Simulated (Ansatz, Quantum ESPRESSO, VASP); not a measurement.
## Code comparison for Ta₂Co (P1, 6 atoms in the cell)

Self-consistent single point, at a second geometry (atoms moved at random). First geometry:

```xyz
6
Lattice="-3.0421 3.0421 2.4828 3.0421 -3.0421 2.4828 3.0421 3.0421 -2.4828" Properties=species:S:1:pos:R:3 pbc="T T T"
Ta     4.0238     0.9817     0.0000
Ta    -0.9817     2.0604     2.4828
Ta     2.0604     0.9817     2.4828
Ta     0.9817     2.0604     0.0000
Co     0.0000     0.0000     3.7241
Co     0.0000     0.0000     1.2414
```

Second geometry:
```
CELL_PARAMETERS angstrom
     -3.04214     3.04214     2.48276
      3.04214    -3.04214     2.48276
      3.04214     3.04214    -2.48276
ATOMIC_POSITIONS crystal
  Ta 0.15499 0.66261 0.82310
  Ta 0.82047 0.32949 0.17409
  Ta 0.67543 0.84295 0.50281
  Ta 0.33904 0.15697 0.49996
  Co 0.75604 0.76061 0.99446
  Co 0.25403 0.24736 0.00558
```

Shared settings, as Ansatz (a program for electronic structure) writes them: kpoints.mp_grid.grid = 6 6 6; scf.occupations.method = fermi_dirac; scf.occupations.width = 0.1 eV. Potentials and cutoffs stand in the table.

```csv
code,model,ΔF from the first geometry (meV/atom),pressure (GPa),largest force (eV/Å),cutoff
VASP,"PBEsol, VASP's PBE PAW potentials (set 64)",15.7,-3.56,0.902,300 eV
Quantum ESPRESSO,"PBEsol, PSlibrary PAW (PBE) pseudopotentials",15.8,-4.41,0.924,50 Ry
Ansatz,"PBEsol, PAW files made with PBE",15.9,-3.02,0.915,default
```

Size of the force on each atom (eV/Å): Sizes of forces hide their directions.

```tsv
code	Ta1	Ta2	Ta3	Ta4	Co5	Co6
VASP	0.562	0.818	0.627	0.243	0.902	0.751
Quantum ESPRESSO	0.554	0.813	0.624	0.241	0.924	0.762
Ansatz	0.563	0.823	0.633	0.243	0.915	0.759
```

On Ansatz's run: spin-orbit coupling is off. Spin polarisation is off.

The spread over the programs that give each value: ΔF from the first geometry within 0.2 meV/atom; pressure within 1.39 GPa; largest force within 0.022 eV/Å.

Ansatz's pressure is given at a fixed set of plane waves, as the other plane-wave codes print theirs; with its correction for the finite basis it is -2.96 GPa.

VASP's run is marked for a possible Pulay error in its stress at this cutoff; no cutoff test was made.

The starting cell comes from a database of computed structures (which also holds hypothetical and non-ambient phases and stackings), without a prior relaxation at this level. For this run, on top of that: atoms moved at random.

Left out of this page: CP2K and SIESTA (not drawn, or without a comparable value).

Keys are those of Ansatz 0.2.
